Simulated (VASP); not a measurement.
An input for Quantum ESPRESSO's pw.x (written as the equivalent of a VASP run, and not itself run):

```
&CONTROL
  calculation = 'vc-relax'
  pseudo_dir = './pseudo'
  outdir = './out'
  tprnfor = .true.
  tstress = .true.
  nstep = 40
  forc_conv_thr = 0.00078
/
&SYSTEM
  ibrav = 0
  nat = 5
  ntyp = 3
  ecutwfc = 84
  occupations = 'smearing'
  smearing = 'gaussian'
  degauss = 0.003675
  input_dft = 'pz'
/
&ELECTRONS
  conv_thr = 7.3e-08
  electron_maxstep = 100
/
&IONS
/
&CELL
  press = 100
/
ATOMIC_SPECIES
  Ba 137.327 Ba.upf
  Ti 47.867 Ti.upf
  O 15.999 O.upf
CELL_PARAMETERS angstrom
     3.8907057    0.0000000    0.0000000
     0.0000000    3.8907057    0.0000000
     0.0000000    0.0000000    3.8906143
ATOMIC_POSITIONS crystal
  Ba   1.0000000  1.0000000  0.9942284
  Ti   0.5000000  0.5000000  0.4976528
  O    0.5000000  0.5000000  0.9911051
  O    1.0000000  0.5000000  0.4905069
  O    0.5000000  1.0000000  0.4905069
K_POINTS automatic
  6 6 6 0 0 0
```

Q: Translate this input to VASP (INCAR, KPOINTS, POSCAR, choice of POTCAR).

A: This is not unique; one that fits is 
INCAR:
```
! general
SYSTEM  = BaTiO3
PREC    = Accurate
ENCUT   = 620   ! plane-wave cut-off (eV)
LREAL   = .FALSE.   ! projection in real space or not
LASPH   = .TRUE.

! electronic loop
EDIFF   = 1E-6   ! SCF stop (eV)
NELM    = 100
ALGO    = Normal
LMAXMIX = 4

! smearing
ISMEAR  = 0
SIGMA   = 0.05   ! width (eV)

! ions
IBRION  = 2   ! conjugate gradients
NSW     = 40   ! most ionic steps
ISIF    = 3
EDIFFG  = -0.02   ! ionic stop
PSTRESS = 100   ! kbar

! output
LWAVE   = .FALSE.
LCHARG  = .FALSE.
```

### KPOINTS
```
Automatic mesh
0
Gamma
6 6 6
0 0 0
```

**POSCAR**
```
BaTiO3
1.0
  3.8907057383   0.0000000000   0.0000000000
  0.0000000000   3.8907057383   0.0000000000
  0.0000000000   0.0000000000   3.8906142954
Ba Ti O
1 1 3
Cart
  3.8907057383   3.8907057383   3.8681591971
  1.9453528691   1.9453528691   1.9361749706
  1.9453528691   1.9453528691   3.8560075843
  3.8907057383   1.9453528691   1.9083730832
  1.9453528691   3.8907057383   1.9083730832
```

POTCAR, in this order: Ba_sv Ti_sv O (LDA.64 set). Program: vasp_std.

Limits of the translation: the potentials are each code's own (VASP's PAW set, PseudoDojo norm-conserving files in pw.x), so ENCUT and ecutwfc are chosen apart and not converted; conv_thr bounds pw.x's estimated SCF error, while EDIFF bounds the energy change between steps; forc_conv_thr acts on force components and is met together with etot_conv_thr.

The compound is BaTiO3 in the tetragonal perovskite structure. This run relaxes it under an external pressure of 10 GPa. Symmetry was kept, so distortions that lower it aren't found.
